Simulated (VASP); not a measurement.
Output of a VASP run:

OSZICAR:
```
...
DAV:  16    -0.326940631308E+02    0.24518E-05   -0.15428E-05  2461   0.258E-02    0.202E-03
DAV:  17    -0.326940632194E+02   -0.88624E-07   -0.51692E-07   978   0.564E-03
   1 F= -.25548166E+02 E0= -.25548320E+02  d E =-.255482E+02
       N       E                     dE             d eps       ncg     rms          rms(c)
DAV:   1    -0.376991196934E+02   -0.50051E+01   -0.17317E+02  1815   0.122E+02    0.265E+01
DAV:   2    -0.319553319173E+02    0.57438E+01   -0.20333E+01  1895   0.347E+01    0.906E+00
DAV:   3    -0.319214829589E+02    0.33849E-01   -0.14656E+01  2667   0.271E+01    0.103E+01
DAV:   4    -0.310773386157E+02    0.84414E+00   -0.10910E+01  2301   0.202E+01    0.291E+00
DAV:   5    -0.310538093773E+02    0.23529E-01   -0.31337E-01  2294   0.392E+00    0.135E+00
DAV:   6    -0.311002925400E+02   -0.46483E-01   -0.28551E-01  2603   0.274E+00    0.114E+00
DAV:   7    -0.311042682483E+02   -0.39757E-02   -0.28028E-02  2334   0.125E+00    0.505E-01
DAV:   8    -0.311100505422E+02   -0.57823E-02   -0.89678E-03  2468   0.457E-01    0.250E-01
DAV:   9    -0.311098814557E+02    0.16909E-03   -0.19975E-03  2334   0.273E-01    0.151E-01
DAV:  10    -0.311098753993E+02    0.60564E-05   -0.10210E-03  2414   0.254E-01    0.892E-03
DAV:  11    -0.311098770936E+02   -0.16943E-05   -0.14511E-05  2203   0.305E-02    0.598E-03
DAV:  12    -0.311098778515E+02   -0.75791E-06   -0.12248E-06  1464   0.607E-03
   2 F= -.24857701E+02 E0= -.24858329E+02  d E =0.690465E+00
       N       E                     dE             d eps       ncg     rms          rms(c)
DAV:   1    -0.366769641616E+02   -0.55671E+01   -0.10915E+02  1887   0.104E+02    0.155E+01
DAV:   2    -0.328123007997E+02    0.38647E+01   -0.13065E+01  1842   0.301E+01    0.910E+00
DAV:   3    -0.328329590870E+02   -0.20658E-01   -0.74254E+00  2469   0.199E+01    0.483E+00
DAV:   4    -0.324739781755E+02    0.35898E+00   -0.22742E+00  2354   0.102E+01    0.303E+00
DAV:   5    -0.325270291073E+02   -0.53051E-01   -0.12595E-01  2225   0.260E+00    0.129E+00
DAV:   6    -0.325487700125E+02   -0.21741E-01   -0.11689E-01  2462   0.125E+00    0.356E-01
DAV:   7    -0.325492940512E+02   -0.52404E-03   -0.14992E-02  2566   0.101E+00    0.442E-01
DAV:   8    -0.325478612190E+02    0.14328E-02   -0.73540E-03  2560   0.610E-01    0.617E-02
DAV:   9    -0.325478653658E+02   -0.41469E-05   -0.21665E-04  1977   0.102E-01    0.231E-02
DAV:  10    -0.325478630041E+02    0.23617E-05   -0.27794E-05  2357   0.451E-02    0.200E-02
DAV:  11    -0.325478619145E+02    0.10896E-05   -0.84049E-06  1715   0.206E-02    0.182E-03
DAV:  12    -0.325478618753E+02    0.39192E-07   -0.38266E-07   907   0.562E-03
   3 F= -.25602729E+02 E0= -.25603216E+02  d E =-.545627E-01
       N       E                     dE             d eps       ncg     rms          rms(c)
DAV:   1    -0.325406177308E+02    0.72442E-02   -0.12816E-02  1867   0.108E+00    0.175E-01
DAV:   2    -0.325401785176E+02    0.43921E-03   -0.17278E-03  1922   0.315E-01    0.953E-02
DAV:   3    -0.325402057410E+02   -0.27223E-04   -0.14164E-03  2571   0.261E-01    0.760E-02
DAV:   4    -0.325401154675E+02    0.90273E-04   -0.56185E-04  2357   0.144E-01    0.225E-02
DAV:   5    -0.325401218773E+02   -0.64098E-05   -0.13650E-05  2134   0.241E-02    0.105E-02
DAV:   6    -0.325401261860E+02   -0.43087E-05   -0.10341E-05  2377   0.110E-02    0.526E-03
DAV:   7    -0.325401264589E+02   -0.27289E-06   -0.36662E-07   894   0.386E-03
   4 F= -.25602843E+02 E0= -.25603344E+02  d E =-.546770E-01
```

**OUTCAR**
```
------------------------ aborting loop because EDIFF is reached ----------------------------------------
  FORCE on cell =-STRESS in cart. coord.  units (eV):
  Direction    XX          YY          ZZ          XY          YZ          ZX
  --------------------------------------------------------------------------------------
  Total        6.9050166      6.9050166      6.9050166     -0.0000000     -0.0000000      0.0000000
  in kB      199.0697633    199.0697633    199.0697633     -0.0000000     -0.0000000      0.0000000
  external PRESSURE =      -0.9302367 kB  Pullay stress =     200.0000000 kB
  volume of cell :       55.57
      direct lattice vectors                 reciprocal lattice vectors
     3.816131533  0.000000000  0.000000000     0.262045475 -0.000000000  0.000000000
     0.000000000  3.816131533 -0.000000000     0.000000000  0.262045475  0.000000000
    -0.000000000  0.000000000  3.816131533    -0.000000000  0.000000000  0.262045475
 POSITION                                       TOTAL-FORCE (eV/Angst)
 -----------------------------------------------------------------------------------
      0.00000      0.00000      0.00000        -0.000000      0.000000      0.000000
      0.00000      1.90807      1.90807         0.000000      0.000000      0.000000
      1.90807      0.00000      1.90807        -0.000000      0.000000      0.000000
      1.90807      1.90807     -0.00000        -0.000000      0.000000      0.000000
 -----------------------------------------------------------------------------------
    total drift:                                0.000000      0.000000      0.000000
  FREE ENERGIE OF THE ION-ELECTRON SYSTEM (eV)
  ---------------------------------------------------
  free  energy   TOTEN  =       -32.5401264589 eV

  energy  without entropy=      -32.5416290205  energy(sigma->0) =      -32.54062731
  enthalpy is  TOTEN    =       -25.6028433315 eV   P V=        6.9372831274

 reached required accuracy - stopping structural energy minimisation
```
(Selected blocks of OUTCAR.)

POSCAR:
```
Pt3Ti
1
    3.8540065020     0.0000000000     0.0000000000
    0.0000000000     3.8540065020     0.0000000000
    0.0000000000     0.0000000000     3.8540065020
Ti Pt
1 3
Direct
  0.0000000000   0.0000000000   0.0000000000
  0.0000000000   0.5000000000   0.5000000000
  0.5000000000   0.0000000000   0.5000000000
  0.5000000000   0.5000000000   0.0000000000
```

Question: Write an INCAR and KPOINTS that could have produced this output.

Answer: One answer among several that fit: the input of the run itself, PBEsol GGA, plane waves, VASP's PBE PAW potentials (set 64).

File KPOINTS:
```
Automatic mesh
0
Gamma
8 8 8
0 0 0
```

INCAR:
```
# general
SYSTEM  = Pt3Ti
PREC    = Accurate
ENCUT   = 500   # plane-wave cut-off (eV)
LREAL   = .FALSE.
LASPH   = .TRUE.

# electronic loop
EDIFF   = 1E-6
NELM    = 100   # most electronic steps
ALGO    = Normal
LMAXMIX = 6   # l cut-off of mixed one-centre charges

# smearing
ISMEAR  = 1
SIGMA   = 0.1   # width (eV)

# functional
GGA     = PS   # PBEsol

# ions
IBRION  = 2
NSW     = 40
ISIF    = 3
EDIFFG  = -0.02   # ionic stop
PSTRESS = 200

# output
LWAVE   = .FALSE.
LCHARG  = .FALSE.
```

POTCAR, in this order: Ti_sv Pt (PBE.64 set). Program: vasp_std.

Energy and stress use the plane-wave basis of the starting cell.

The compound is Pt3Ti in the L1_2 structure. This run relaxes it under an external pressure of 20 GPa. Symmetry was kept, so distortions that lower it aren't found.
